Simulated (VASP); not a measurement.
An input for Quantum ESPRESSO's pw.x (written as the equivalent of a VASP run, and not itself run):

```
&CONTROL
  calculation = 'scf'
  pseudo_dir = './pseudo'
  outdir = './out'
  tprnfor = .true.
  tstress = .true.
/
&SYSTEM
  ibrav = 0
  nat = 2
  ntyp = 2
  ecutwfc = 84
  occupations = 'smearing'
  smearing = 'gaussian'
  degauss = 0.000735
  input_dft = 'pbe'
/
&ELECTRONS
  conv_thr = 7.3e-10
  electron_maxstep = 100
/
ATOMIC_SPECIES
  B 10.810 B.upf
  As 74.922 As.upf
CELL_PARAMETERS angstrom
     0.0000000    2.3244870    2.3244870
     2.3244870    0.0000000    2.3244870
     2.3244870    2.3244870    0.0000000
ATOMIC_POSITIONS crystal
  B    0.0000000  0.0000000  0.0000000
  As   0.2500000  0.2500000  0.2500000
K_POINTS automatic
  4 4 4 0 0 0
```

Question: Translate this input to VASP (INCAR, KPOINTS, POSCAR, choice of POTCAR).

Answer: Several could match; the one computed here: 
POSCAR:
```
BAs
1
    0.0000000000     2.3244870000     2.3244870000
    2.3244870000     0.0000000000     2.3244870000
    2.3244870000     2.3244870000     0.0000000000
B As
1 1
Direct
  0.0000000000   0.0000000000   0.0000000000
  0.2500000000   0.2500000000   0.2500000000
```

### INCAR
```
ALGO  =  Normal
EDIFF  =  1E-8
ENCUT  =  500
GGA  =  PE
ISMEAR  =  0
LASPH  =  .TRUE.
LCHARG  =  .FALSE.
LREAL  =  .FALSE.
LWAVE  =  .TRUE.
NELM  =  100
PREC  =  Normal
SIGMA  =  0.01
SYSTEM  =  BAs
```

**KPOINTS**
```
Automatic mesh
0
Gamma
4 4 4
0 0 0
```

POTCAR, in this order: B_GW As_GW (PBE.64 set). Program: vasp_std.

What does not carry over: the potentials are each code's own (VASP's PAW set, PseudoDojo norm-conserving files in pw.x), so ENCUT and ecutwfc are chosen apart and not converted; conv_thr bounds pw.x's estimated SCF error, while EDIFF bounds the energy change between steps.

The compound is BAs in the zinc blende structure. This cell is one point of a volume scan, at 0.92 of the reference volume. The k-mesh is coarse (spacing up to 0.59 per Å, 2π included), so the numbers may not be converged in it.
